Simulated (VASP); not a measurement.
Calculation: PBEsol GGA, VASP's PBE PAW potentials (set 64) (plane waves; VASP).

VASP ran on this input.

File KPOINTS:
```
k-points along high-symmetry lines
10
Line-mode
Reciprocal
  0.000000   0.000000   0.000000 ! GAMMA
  0.500000   0.000000   0.000000 ! M

  0.500000   0.000000   0.000000 ! M
  0.333333   0.333333   0.000000 ! K

  0.333333   0.333333   0.000000 ! K
  0.000000   0.000000   0.000000 ! GAMMA

  0.000000   0.000000   0.000000 ! GAMMA
  0.000000   0.000000   0.500000 ! A

  0.000000   0.000000   0.500000 ! A
  0.500000   0.000000   0.500000 ! L

  0.500000   0.000000   0.500000 ! L
  0.333333   0.333333   0.500000 ! H

  0.333333   0.333333   0.500000 ! H
  0.000000   0.000000   0.500000 ! A

  0.500000   0.000000   0.500000 ! L
  0.500000   0.000000   0.000000 ! M

  0.333333   0.333333   0.500000 ! H
  0.333333   0.333333   0.000000 ! K
```

**POSCAR**
```
AgF
13.0798620
  0.2394320775   0.0000000000   0.0000000000
 -0.1197160387   0.2073542637   0.0000000000
  0.0000000000   0.0000000000   0.5000000104
Ag F
2 2
Cart
  0.0000000000   0.0000000000   0.0000000000
 -0.1197160387   0.2073542637   0.2500000052
 -0.0000001197   0.1382362449   0.1250000026
  0.1197161585   0.0691180188   0.3750000078
```

### INCAR
```
! general
SYSTEM  = AgF
PREC    = Accurate
ENCUT   = 520   ! plane-wave cut-off (eV)
LREAL   = .False.   ! projection in real space or not
LASPH   = .True.   ! aspherical one-centre terms
ICHARG  = 11

! electronic loop
EDIFF   = 1E-7   ! SCF stop (eV)
NELM    = 100   ! most electronic steps
ALGO    = Normal   ! blocked Davidson
LMAXMIX = 4   ! l cut-off of mixed one-centre charges

! smearing
ISMEAR  = 0
SIGMA   = 0.05   ! width (eV)

! functional
GGA     = PS   ! PBEsol

! output
LWAVE   = .False.
LCHARG  = .False.
LORBIT  = 11   ! lm-projected
```

POTCAR, in this order: Ag F (PBE.64 set). Program: vasp_std. Read from the step before: CHGCAR.

What VASP printed:

### OSZICAR
```
       N       E                     dE             d eps       ncg     rms          rms(c)
DAV:   1     0.262716969189E+03    0.26272E+03   -0.19880E+04  3992   0.161E+03
DAV:   2    -0.193940093655E+01   -0.26466E+03   -0.25441E+03  4446   0.372E+02
DAV:   3    -0.136361846605E+02   -0.11697E+02   -0.11607E+02  4416   0.836E+01
DAV:   4    -0.137210833500E+02   -0.84899E-01   -0.84841E-01  4254   0.746E+00
DAV:   5    -0.137216836187E+02   -0.60027E-03   -0.60024E-03  4368   0.625E-01
DAV:   6    -0.137216916184E+02   -0.79997E-05   -0.80000E-05  4290   0.704E-02
DAV:   7    -0.137216917697E+02   -0.15134E-06   -0.15106E-06  4386   0.920E-03
DAV:   8    -0.137216917727E+02   -0.29067E-08   -0.30045E-08  2864   0.128E-03
   1 F= -.13721692E+02 E0= -.13718072E+02  d E =-.723988E-02
```

File OUTCAR:
```
 val. band max:        3.8066349108   @ k =   0.4815   0.0370   0.0000

 cond. band min:       3.8126530485   @ k =   0.5000   0.0000   0.0000



 k-point     1 :       0.0000    0.0000    0.0000
  band No.  band energies     occupation
      1     -18.4447      2.00000
      2     -18.3174      2.00000
      3      -2.2637      2.00000
      4      -0.2892      2.00000
      5      -0.2891      2.00000
      6      -0.1425      2.00000
      7       0.7093      2.00000
      8       0.7584      2.00000
      9       0.7584      2.00000
     10       1.6526      2.00000
     11       1.6526      2.00000
     12       1.9077      2.00000
     13       1.9077      2.00000
     14       2.0960      2.00000
     15       2.5417      2.00000
     16       2.5417      2.00000
     17       3.1183      2.00000
     18       3.3423      2.00000
     19       3.3423      2.00000
     20       8.1342      0.00000
     21       9.0023      0.00000
     22      17.3186      0.00000

 k-point     2 :       0.0556    0.0000    0.0000
  band No.  band energies     occupation
      1     -18.4365      2.00000
      2     -18.3129      2.00000
      3      -2.2219      2.00000
      4      -0.3088      2.00000
      5      -0.2852      2.00000
      6      -0.2009      2.00000
      7       0.5880      2.00000
      8       0.7213      2.00000
      9       0.7540      2.00000
     10       1.6741      2.00000
     11       1.6832      2.00000
     12       1.9140      2.00000
     13       1.9452      2.00000
     14       2.1095      2.00000
     15       2.5365      2.00000
     16       2.5709      2.00000
     17       3.2396      2.00000
     18       3.3243      2.00000
     19       3.3504      2.00000
     20       8.1357      0.00000
     21       9.1436      0.00000
     22      17.3480      0.00000

 k-point     3 :       0.1111    0.0000    0.0000
  band No.  band energies     occupation
      1     -18.4132      2.00000
      2     -18.3011      2.00000
...
```

The density is held fixed in this step, so its total energy and stress have no physical meaning.

The structure was generated: AgF was put into the NiAs type type (P6_3/mmc), which need not be its known phase. It was relaxed first, which changed the volume by +38 %.
